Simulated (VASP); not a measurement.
Consider the following.

```yaml
crystal:
  lattice:
    - [2.83731, 0.00000, 0.00000]
    - [0.00000, 2.83731, 0.00000]
    - [0.00000, 0.00000, 2.83731]
  atoms:
    - { symbol: Ga, position: [0.50000, 0.50000, 0.50000] }
    - { symbol: Co, position: [0.00000, 0.00000, 0.00000] }
```

The numbers are results of PBEsol GGA, VASP's PBE PAW potentials (set 64) (plane waves; VASP 6.6.1), not measurements. Settings: 480 eV cut-off, 12×12×12 Γ-centred mesh, first-order Methfessel-Paxton smearing of 0.10 eV, potentials Ga_d Co.

Each row applies one change to this cell, which was relaxed at other settings and keeps the small stress of the first row; at a fixed cut-off the stress holds a Pulay part, so it need not integrate to ΔE exactly. Stress is in GPa, positive when the cell is compressed.

| change | ΔE (meV/atom) | σxx | σyy | σzz | largest shear component, with its sign (GPa) | largest force (eV/Å) |
|---|---|---|---|---|---|---|
| none | 0.0 | 0.64 | 0.64 | 0.64 | 0.00 | 0.000 |
| uniaxial strain of -1.5 % along x | ? | ? | ? | ? | ? | ? |
| isotropic strain of +3.0 % | 48.3 | -14.03 | -14.03 | -14.03 | 0.00 | 0.000 |
| uniaxial strain of +2.0 % along y | ? | ? | ? | ? | ? | ? |
| isotropic strain of +4.0 % | 84.5 | -17.53 | -17.53 | -17.53 | 0.00 | 0.000 |
| biaxial strain of +2.0 % in the yz plane | 10.0 | -5.43 | -7.29 | -7.29 | 0.00 | 0.000 |

Fill in the missing entries.

- uniaxial strain of -1.5 % along x, ΔE (meV/atom): 3.1
- uniaxial strain of -1.5 % along x, σxx: 4.98
- uniaxial strain of -1.5 % along x, σyy: 3.30
- uniaxial strain of -1.5 % along x, σzz: 3.30
- uniaxial strain of -1.5 % along x, largest shear component, with its sign (GPa): 0.00
- uniaxial strain of -1.5 % along x, largest force (eV/Å): 0.000
- uniaxial strain of +2.0 % along y, ΔE (meV/atom): 2.4
- uniaxial strain of +2.0 % along y, σxx: -2.89
- uniaxial strain of +2.0 % along y, σyy: -3.73
- uniaxial strain of +2.0 % along y, σzz: -2.89
- uniaxial strain of +2.0 % along y, largest shear component, with its sign (GPa): 0.00
- uniaxial strain of +2.0 % along y, largest force (eV/Å): 0.000

Failed runs are left out, and for metals the shear rows, which the mesh's noise covers.

The compound is CoGa in the CsCl type structure. The run is not spin-polarised, so no magnetic state was tried.
